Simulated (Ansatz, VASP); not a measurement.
## Cross-check of ZnH74C43S2O29F6 (Zn2+ triflate in diethyl carbonate and gamma-butyrolactone at 300 K) between VASP and Ansatz

Aim: how closely do two programs agree when they are given the same cell, functional and k mesh? The cell is taken from a series of runs on this material, whose earlier steps may have relaxed, scaled, displaced or heated it; both programs get it as it stands.

Program: Ansatz 0.2.0. Level of theory: plane waves, with VASP 6.6.1 beside it; single point at PBE with D3(BJ). Results are calculated unless marked as measured.

### Step 1. Starting point

The cell holds 155 atoms: 43 C, 29 O, 74 H, 2 S, 6 F and 1 Zn. Cell: a = 12.110 Å, b = 12.110 Å, c = 12.110 Å, α = 90.0°, β = 90.0°, γ = 90.0°. As first built, before any earlier steps moved the atoms (in the runner's words): 5 diethyl carbonate, 4 gamma-butyrolactone, 1 Zn2+, 2 triflate placed at random, at 1.21 g/cm^3; overlaps pushed apart, then 10 ps at 550 K with divalent ions of Li, Roberts, Chakravorty and Merz (J. Chem. Theory Comput. 9, 2733 (2013)); MMFF94 bonds, angles, torsions, charges and radii (Halgren, J. Comput. Chem. 17, 490 (1996)) in harmonic and 12-6 forms; charges of ions scaled by 0.8. Snapshot after 30 ps at 300 K and fixed volume.

### Step 2. VASP: single point, PBE with D3(BJ)

A single point gives forces, pressure and levels at one fixed geometry, so differences don't come from the geometry; what else differs is listed under the comparison.

Lines of VASP's logs that name or quote its potential files are left out, and so is its time.

The input, INCAR:

```
SYSTEM = ZnH74C43S2O29F6
PREC = Accurate
ENCUT = 600
EDIFF = 1E-06
NELM = 120
ISMEAR = 0
SIGMA = 0.01
LREAL = Auto
ALGO = Normal
GGA = PE
IVDW = 12
NBANDS = 351
LORBIT = 11
LWAVE = .FALSE.
LCHARG = .FALSE.
ISIF = 2
LASPH = .TRUE.
GGA_COMPAT = .FALSE.
EFERMI = MIDGAP
```

The input, POSCAR:

```
ZnH74C43S2O29F6
1.0
   12.1104500000      0.0000000000      0.0000000000
    0.0000000000     12.1104500000      0.0000000000
    0.0000000000      0.0000000000     12.1104500000
C O H S F Zn
43 29 74 2 6 1
Direct
    0.9931900000      0.3265600000      0.0120500000
    0.1062900000      0.3008800000      0.9706700000
    0.1376200000      0.1350900000      0.0731700000
    0.1512500000      0.9652800000      0.1602700000
    0.0310200000      0.9586900000      0.1916200000
    0.6958200000      0.7628100000      0.0689200000
    0.6930800000      0.7208600000      0.9505800000
    0.7905000000      0.6181300000      0.8164100000
    0.9033900000      0.5383500000      0.6897900000
    0.0172300000      0.4868100000      0.6925300000
    0.4140200000      0.5774200000      0.2407100000
    0.2917300000      0.5590600000      0.2108200000
    0.1715200000      0.6217100000      0.0769100000
    0.0385300000      0.7139400000      0.9719200000
    0.0455100000      0.8015200000      0.8818600000
    0.6165600000      0.3726400000      0.0036500000
    0.5211900000      0.3207100000      0.0555500000
    0.4505900000      0.1423000000      0.0202800000
    0.4386100000      0.9572700000      0.9849300000
    0.4441200000      0.8802500000      0.8882000000
    0.2780000000      0.2413800000      0.3225100000
    0.3412600000      0.3115100000      0.4026800000
    0.5285800000      0.2524600000      0.4193600000
    0.7130600000      0.2020000000      0.4058300000
    0.7303500000      0.1202300000      0.3127300000
    0.4503900000      0.3731300000      0.7164400000
    0.4797200000      0.4790700000      0.6691100000
    0.4289200000      0.5610900000      0.7479300000
    0.3309100000      0.5005100000      0.7965000000
    0.8724900000      0.6355500000      0.2610000000
[... 119 atom lines left out ...]
    0.7691900000      0.1666300000      0.9169400000
    0.8724800000      0.0309100000      0.8653600000
    0.1939500000      0.7691700000      0.3053900000
    0.0948500000      0.8673100000      0.4363900000
    0.0743000000      0.6862900000      0.4037600000
    0.4840200000      0.1302700000      0.6322800000
```

The input, KPOINTS:

```
Automatic mesh
0
Gamma
1 1 1
0 0 0
```

Potentials, in the order of the species: C, O, H, S, F and Zn (PBE family, release 64).

Started as:

```console
export OMP_NUM_THREADS=3
mpirun -np 1 vasp_gam
```

Numbers of over 12 decimals in the logs are rounded to 6 here.

Output:

```text
[banner, memory and clock lines left out]
running    1 mpi-ranks, on    1 nodes
[...]
Offloading initialized ...    1 GPUs detected
[...]
LDA part: xc-table for (Slater+PW92), standard interpolation
 POSCAR, INCAR and KPOINTS ok, starting setup
[...]
entering main loop
       N       E                     dE             d eps       ncg     rms          rms(c)
DAV:   1     0.444808958153E+04    0.44481E+04   -0.27987E+05   702   0.147E+03
DAV:   2    -0.425989145527E+03   -0.48741E+04   -0.46000E+04   870   0.338E+02
DAV:   3    -0.954001356024E+03   -0.52801E+03   -0.52244E+03   845   0.123E+02
DAV:   4    -0.969656103720E+03   -0.15655E+02   -0.15566E+02   876   0.244E+01
[...]
DAV:  19    -0.885979203997E+03    0.26104E-05   -0.71273E-06   876   0.739E-03    0.452E-03
DAV:  20    -0.885979202059E+03    0.19375E-05   -0.10465E-06   612   0.481E-03    0.218E-03
DAV:  21    -0.885979201487E+03    0.57236E-06   -0.13894E-06   580   0.315E-03
   1 F= -.89347896E+03 E0= -.89347896E+03  d E =0.000000E+00
```

Parts of OUTCAR (step 2):

```text
  FREE ENERGIE OF THE ION-ELECTRON SYSTEM (eV)
  ---------------------------------------------------
  free  energy   TOTEN  =      -893.4789561055 eV

  energy  without entropy=     -893.4789561055  energy(sigma->0) =     -893.47895611
```

The run ends at a pressure of 1.81 GPa, with forces up to 4.6 eV/Å.

### Step 3. Ansatz: single point, PBE with D3(BJ)

Ansatz runs on its default PAW (the set named soft_2) files.

The same cell, functional and mesh now go to Ansatz, which takes its cutoff from its data sets.

The input, input.yaml:

```yaml
crystal:
  lattice:
    - [12.11045, 0.0, 0.0]
    - [0.0, 12.11045, 0.0]
    - [0.0, 0.0, 12.11045]
  atoms:
    - { symbol: C, position: [0.99319, 0.32656, 0.01205] }
    - { symbol: C, position: [0.10629, 0.30088, 0.97067] }
    - { symbol: O, position: [0.12628, 0.18132, 0.96972] }
    - { symbol: C, position: [0.13762, 0.13509, 0.07317] }
    - { symbol: O, position: [0.12355, 0.18416, 0.15774] }
    - { symbol: O, position: [0.15397, 0.02739, 0.06341] }
    - { symbol: C, position: [0.15125, 0.96528, 0.16027] }
    - { symbol: C, position: [0.03102, 0.95869, 0.19162] }
    - { symbol: H, position: [0.96878, 0.30171, 0.09653] }
    - { symbol: H, position: [0.9307, 0.28784, 0.96435] }
    - { symbol: H, position: [0.9757, 0.4131, 0.99521] }
    - { symbol: H, position: [0.11705, 0.33658, 0.88731] }
    - { symbol: H, position: [0.16689, 0.33911, 0.02831] }
    - { symbol: H, position: [0.18427, 0.8861, 0.13736] }
    - { symbol: H, position: [0.19997, 0.00872, 0.2252] }
    - { symbol: H, position: [0.03042, 0.92016, 0.27216] }
    - { symbol: H, position: [0.98394, 0.90955, 0.13099] }
    - { symbol: H, position: [0.99025, 0.04206, 0.20433] }
    - { symbol: C, position: [0.69582, 0.76281, 0.06892] }
    - { symbol: C, position: [0.69308, 0.72086, 0.95058] }
    - { symbol: O, position: [0.78906, 0.67254, 0.91678] }
    - { symbol: C, position: [0.7905, 0.61813, 0.81641] }
    - { symbol: O, position: [0.70834, 0.60874, 0.75666] }
    - { symbol: O, position: [0.89691, 0.58674, 0.79755] }
    - { symbol: C, position: [0.90339, 0.53835, 0.68979] }
    - { symbol: C, position: [0.01723, 0.48681, 0.69253] }
    - { symbol: H, position: [0.6266, 0.82291, 0.08021] }
    - { symbol: H, position: [0.77702, 0.80428, 0.08816] }
    - { symbol: H, position: [0.68359, 0.70041, 0.12397] }
    - { symbol: H, position: [0.62632, 0.66108, 0.9365] }
[... 119 atom lines left out ...]
    - { symbol: O, position: [0.32772, 0.83441, 0.51154] }
    - { symbol: C, position: [0.14969, 0.76613, 0.41048] }
    - { symbol: F, position: [0.19395, 0.76917, 0.30539] }
    - { symbol: F, position: [0.09485, 0.86731, 0.43639] }
    - { symbol: F, position: [0.0743, 0.68629, 0.40376] }
    - { symbol: Zn, position: [0.48402, 0.13027, 0.63228] }
kpoints:
  mp_grid: { grid: [1, 1, 1] }
hamiltonian:
  xc: pbe
  dispersion: d3bj
scf:
  occupations: { method: fixed }
output:
  forces: true
  stress: true
  populations: true
  dos:
    method: { smearing: { sigma: 0.15 } }
    de: 0.1
    projected: { site_lists: { C: [C], F: [F], H: [H], O: [O], S: [S] } }
  eigenvalues: true
  write_density: true
  write_potential: true
  volumetric_format: npy
```

Started as:

```console
ansatz run input.yaml --threads 8 --pin off --max-ram 15872MiB --backend cpu --events-out ev --progress --plain --runs-dir out
```

Output:

```text
Engine: ansatz 0.2.0, x86_64-unknown-linux-gnu
Pseudopotentials: kind: paw
Pseudopotential: C, paw, valence charge 4, recommended cutoff 420 eV (normal), C.paw.azcp
Pseudopotential: O, paw, valence charge 6, recommended cutoff 420 eV (normal), O.paw.azcp
Pseudopotential: H, paw, valence charge 1, recommended cutoff 420 eV (normal), H.paw.azcp
Pseudopotential: S, paw, valence charge 6, recommended cutoff 420 eV (normal), S.paw.azcp
Pseudopotential: F, paw, valence charge 7, recommended cutoff 420 eV (normal), F.paw.azcp
Pseudopotential: Zn, paw, valence charge 12, recommended cutoff 420 eV (normal), Zn.paw.azcp
Functional definition: PBE
  parameter kappa = 0.804
  parameter beta = 0.066725
  exchange = pbe_x(kappa = kappa, mu = beta*pi^2/3)
  correlation = pbe_c(beta = beta)
Crystal: 155 atoms, lattice volume = 1776.155 Å³
Basis set: ecut = 420 eV, 34697 PW (Γ), exchange–correlation on 162×162×162 points (8 copies of the dense FFT grid, shifted against one another)
Bands: 398, of which v1, the nominal top of the filled ones, is band 243 counted from 1 (242 counted from 0)
Symmetry: 1 space group operations
Space group: P1 (ITA 1), of the structure as read, at distance tolerance 1.2e-4 Å
k-points: 1
Non-local potential: C, projectors of the file, l = 0: 2, l = 1: 2, l = 2: 1
Non-local potential: O, projectors of the file, l = 0: 2, l = 1: 2, l = 2: 1
Non-local potential: H, projectors of the file, l = 0: 2, l = 1: 1
Non-local potential: S, projectors of the file, l = 0: 2, l = 1: 2, l = 2: 2
Non-local potential: F, projectors of the file, l = 0: 2, l = 1: 2, l = 2: 1
Non-local potential: Zn, projectors of the file, l = 0: 2, l = 1: 2, l = 2: 3, l = 3: 1
PAW form: soft (Blöchl's): semilocal exchange-correlation on the pseudo side does not see the compensation charge
PAW one-centre angular grid: C, 110 points (default); XC on 64 Gauss nodes
PAW one-centre angular grid: O, 110 points (default); XC on 64 Gauss nodes
PAW one-centre angular grid: H, 110 points (default); XC on 64 Gauss nodes
PAW one-centre angular grid: S, 110 points (default); XC on 64 Gauss nodes
PAW one-centre angular grid: F, 110 points (default); XC on 64 Gauss nodes
PAW one-centre angular grid: Zn, 590 points (default); XC on 64 Gauss nodes
Initial density: superposition of atomic densities (neutral atoms: chi_scale 0, normalization atom), corrected by the library's trained network
Initial wavefunctions: pseudopotential atomic-orbital guess
Functional: x = pbe(κ = 0.804, μ = 0.219515), c = pbe(β = 0.066725)
SCF iter   1: F=—  HF=-38388.419682 eV  |F-HF|=—  |Δ(HF+E_count)|=         —  Δρ=5.21e-3  dr2=6.40e-1  ethr=1.77e-3  ⟨swp⟩=4.0  Hψ=1468  notcnv=0  defer=152
preconditioner: auto → Resta (q_TF=auto, 2.198 Å⁻¹)  ε∞=2.4  [insulator: Δε(μ)=3.644 eV  Ē_g=15.987 eV  n_scr=304 (ndim 8)  ℏωp=19.0 eV  f_vac=0.299  ε∞_Penn≈2.4]
SCF iter   2: F=—  HF=-38388.278237 eV  |F-HF|=—  |Δ(HF+E_count)|=   1.41e-1  Δρ=2.65e-3  dr2=1.47e-1  ethr=1.32e-4  ⟨swp⟩=2.0  Hψ=677  notcnv=0  defer=153
SCF iter   3: F=—  HF=-38388.267264 eV  |F-HF|=—  |Δ(HF+E_count)|=   1.10e-2  Δρ=1.66e-3  dr2=6.00e-2  ethr=3.03e-5  ⟨swp⟩=2.0  Hψ=478  notcnv=0  defer=153
SCF iter   4: F=—  HF=-38388.255585 eV  |F-HF|=—  |Δ(HF+E_count)|=   1.17e-2  Δρ=5.29e-4  dr2=7.37e-3  ethr=1.23e-5  ⟨swp⟩=2.0  Hψ=688  notcnv=0  defer=153
SCF iter   5: F=—  HF=-38388.254050 eV  |F-HF|=—  |Δ(HF+E_count)|=   1.54e-3  Δρ=2.95e-4  dr2=1.61e-3  ethr=1.52e-6  ⟨swp⟩=2.0  Hψ=477  notcnv=0  defer=153
SCF iter   6: F=—  HF=-38388.253701 eV  |F-HF|=—  |Δ(HF+E_count)|=   3.48e-4  Δρ=1.12e-4  dr2=2.22e-4  ethr=3.32e-7  ⟨swp⟩=2.0  Hψ=491  notcnv=0  defer=152
SCF iter   7: F=—  HF=-38388.253686 eV  |F-HF|=—  |Δ(HF+E_count)|=   1.48e-5  Δρ=3.79e-5  dr2=2.28e-5  ethr=4.57e-8  ⟨swp⟩=2.0  Hψ=483  notcnv=0  defer=151
SCF iter   8: F=—  HF=-38388.256617 eV  |F-HF|=—  |Δ(HF+E_count)|=   2.93e-3  Δρ=1.95e-5  dr2=5.71e-6  ethr=4.69e-9  ⟨swp⟩=2.0  Hψ=490  notcnv=0  defer=150
SCF iter   9: F=—  HF=-38388.256617 eV  |F-HF|=—  |Δ(HF+E_count)|=   2.28e-7  Δρ=5.35e-6  dr2=5.13e-7  ethr=1.18e-9  ⟨swp⟩=2.0  Hψ=484  notcnv=0  defer=150
SCF iter  10: F=—  HF=-38388.256617 eV  |F-HF|=—  |Δ(HF+E_count)|=   7.53e-8  Δρ=2.81e-6  dr2=1.28e-7  ethr=2.06e-11  ⟨swp⟩=21.0  Hψ=3948  notcnv=0
SCF iter  11: F=-38388.256617 eV  HF=-38388.256617 eV  |F-HF|=6.45e-9  |Δ(HF+E_count)|=   6.72e-9  Δρ=1.02e-6  dr2=1.80e-8  ethr=2.06e-11  ⟨swp⟩=8.0  Hψ=2018  notcnv=0
SCF 1 converged in 11 iterations: F = -38388.256617 eV  dr2 = 1.80e-8
  greatest PAW one-centre occupation: 0.993 electrons in one spin orbital (limit 2), on the Zn atom at site 154 (counted from 0), in its partial waves of l = 2
[...]
atom 136  H     -0.25383226    -0.46613790    -0.05564741
  atom 137  H      0.33634122     0.27971388     0.29950790
  atom 138  H     -0.12382517     0.56012241    -0.15667986
  atom 139  O      0.31724827    -1.52813600     0.41465289
  atom 140  S      0.47044333     0.68670900    -2.50451722
  atom 141  O      1.30884915     0.04453874     2.62673608
  atom 142  O      0.47291134     0.63375113     1.01850509
  atom 143  C      0.23738781     0.08812177    -0.13960591
  atom 144  F      1.50398581     0.84987212    -0.21761318
  atom 145  F     -0.53871250    -0.49775082     0.10934433
  atom 146  F     -1.13480561    -0.40595064     0.29562919
  atom 147  O     -0.68975286     0.16414362    -0.09867271
  atom 148  S      1.29071493    -0.03660316     1.08181118
  atom 149  O     -0.33207460    -0.39216690    -0.46401297
  atom 150  O     -0.37844832     0.53960377    -0.19961308
  atom 151  C     -0.25647191     0.71066726    -0.76735396
  atom 152  F     -0.26337657     0.89740304     1.06270503
  atom 153  F      1.07790599    -1.81656643    -0.59802761
  atom 154  F     -0.63353530    -0.15315773     0.57097727
  atom 155  Zn     1.06505206     1.34884973     0.98512026
  max |Σ_I F_I| component: 3.50e-5 eV/Å
--- Stress (GPa, compression-positive) ---
        1.669409      -0.345334      -0.394306
       -0.345333       3.015657      -0.358034
       -0.394307      -0.358034       0.337166
  P = ⅓ Tr σ = 1.6741 GPa (16.741 kbar)
--- Band table (eV) ---
  k-point 0: bands = [... 239 lower, -1.3084, -1.1766, -1.1305, -0.5080, 2.6807, 2.8812, 3.3687, 3.5373, ... 151 higher]
--- Löwdin populations: 155 sites ---
  site symbol       q [e]
     0      C      4.4792
     1      C      4.0352
     2      O      6.3140
     3      C      3.2995
     4      O      6.4290
     5      O      6.2604
     6      C      4.0492
     7      C      4.4555
     8      H      0.8098
     9      H      0.8010
    10      H      0.7981
    11      H      0.8071
    12      H      0.8077
    13      H      0.7771
    14      H      0.8186
    15      H      0.7940
    16      H      0.8171
    17      H      0.8223
    18      C      4.4558
    19      C      4.0308
    20      O      6.2656
    21      C      3.3080
    22      O      6.4331
    23      O      6.2555
[...]
147      S      3.7096
   148      O      6.7982
   149      O      6.7938
   150      C      3.3752
   151      F      7.2261
   152      F      7.2492
   153      F      7.2071
   154     Zn     10.3774
  spilling = 0.013628 (of n_electrons = 486.000000)
```

### Step 4. Comparison

Known differences besides the potentials themselves: fixed occupations in Ansatz, narrow Gaussian smearing in VASP; the cutoff is 420 eV in Ansatz and 600 eV in VASP (PREC = Accurate, projectors in real space). Total energies have different zeros and are not compared.

Compared:

| quantity | Ansatz | VASP | difference |
| --- | --- | --- | --- |
| pressure (GPa) | 1.67 | 1.81 | -0.13 |
| gap on the k mesh (eV) | 3.189 | 3.208 | -0.020 |

Forces on 10 of the 155 atoms, those with the largest forces and the largest differences (eV/Å; atoms numbered as in POSCAR):

| atom | Ansatz x, y, z | VASP x, y, z |
| --- | --- | --- |
| C6 | 0.814, 2.647, -1.904 | 0.812, 2.639, -1.892 |
| C11 | -1.698, -0.997, -3.038 | -1.685, -0.995, -3.021 |
| O45 | 0.147, 0.790, 1.240 | 0.072, 1.059, 1.701 |
| O47 | 2.841, -1.816, -1.082 | 2.941, -1.828, -1.047 |
| O57 | 0.784, 2.126, -3.680 | 0.735, 1.944, -3.486 |
| O58 | -2.216, 1.261, 2.354 | -2.196, 1.338, 2.249 |
| O61 | -0.170, 0.430, 0.428 | -0.049, 0.851, 0.172 |
| O63 | 0.362, -2.989, -1.996 | 0.220, -2.790, -1.863 |
| O65 | -4.481, -0.775, 1.651 | -4.258, -0.770, 1.697 |
| O68 | 1.309, 0.045, 2.627 | 1.749, -0.031, 2.696 |

The forces differ by 95 meV/Å r.m.s., which is 9.8 % of the r.m.s. force of 0.970 eV/Å (both taken over all components). A gap on the mesh is an upper bound, since the band edges may lie between its points.

### Step 5. Outcome

- r.m.s. force difference (single point, PBE with D3(BJ)): 9.8 % of the r.m.s. force

The r.m.s. force difference is 9.8 % of the r.m.s. force (single point, PBE with D3(BJ)), beyond the 3 % picked in this series as the mark of a large difference. What causes the difference of the single point, PBE with D3(BJ) pair stays open here. How closely two codes agree says nothing of how well the functional describes the real material.

[Lines on the potential files, build, host, timing and source positions are cut from VASP's logs without a mark.]

[Logs are printed without paths, hosts, clocks, repeated set-up lines and the standing remarks that a program may print on its own settings, such as how far it seeks lower states.]

[Hosts, paths, dates, database ids (printed as entryN), source tags and the programs' standing remarks are cut or masked in the printed files.]

[The MMFF94 radii named for the starting cell were scaled by 0.96; in molecules described by MMFF94, hydrogen bound to N, O or S took a small fixed 12-6 site in their place.]
